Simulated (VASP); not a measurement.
Method: LDA (Ceperley-Alder, Perdew-Zunger), VASP's LDA PAW potentials (set 64) (plane waves; VASP).

Input for VASP

File KPOINTS:
```
Automatic
0
G
15 15 15
```

### POSCAR
```
MoSi2
1
   -1.5885040435     1.5885040435     3.8933139195
    1.5885040435    -1.5885040435     3.8933139195
    1.5885040435     1.5885040435    -3.8933139195
Si Mo
2 1
Direct
  0.6647985734   0.6647985734   0.0000000000
  0.3352014266   0.3352014266   0.0000000000
  0.0000000000   0.0000000000   0.0000000000
```

**INCAR**
```
LREAL = F
LMAXMIX = 4   ! l cut-off of mixed one-centre charges
NEDOS = 601
PREC = Accurate
ISMEAR = -5
EDIFF = 1E-7   ! SCF stop (eV)
NELM = 100   ! most electronic steps
LCHARG = T
ENCUT = 520
ALGO = Normal
LEFG = T
LORBIT = 11   ! lm-projected
ISIF = 2   ! forces and stress, cell fixed
SYSTEM = MoSi2
LASPH = T   ! aspherical one-centre terms
LWAVE = F
```

POTCAR, in this order: Si Mo_sv (LDA.64 set). Program: vasp_std.

For a metal the tetrahedron method with Blöchl corrections gives inexact stress and forces.

**Question.** Estimate the energy per atom (σ→0), band gap (on the k-mesh).

**Answer.** 
| Quantity | Result |
|---|---|
| energy per atom (σ→0) | -8.606 eV/atom |
| band gap (on the k-mesh) | none (metal, semimetal or under 0.01 eV) |

OSZICAR:
```
...
DAV:   9    -0.258190457012E+02    0.83794E-03   -0.19699E-03 10502   0.409E-01    0.210E-01
DAV:  10    -0.258189457707E+02    0.99931E-04   -0.54872E-04 10439   0.227E-01    0.565E-02
DAV:  11    -0.258189325403E+02    0.13230E-04   -0.12153E-04 10621   0.924E-02    0.199E-02
DAV:  12    -0.258189357711E+02   -0.32308E-05   -0.14105E-05 10208   0.271E-02    0.530E-03
DAV:  13    -0.258189348516E+02    0.91954E-06   -0.45326E-07  9949   0.667E-03    0.116E-03
DAV:  14    -0.258189347013E+02    0.15028E-06   -0.19113E-08  5335   0.132E-03    0.226E-04
DAV:  15    -0.258189347557E+02   -0.54387E-07   -0.29654E-09  4740   0.625E-04
   1 F= -.25818935E+02 E0= -.25818935E+02  d E =0.000000E+00
```

The compound is MoSi2 in the MoSi2 type structure. It was relaxed first.
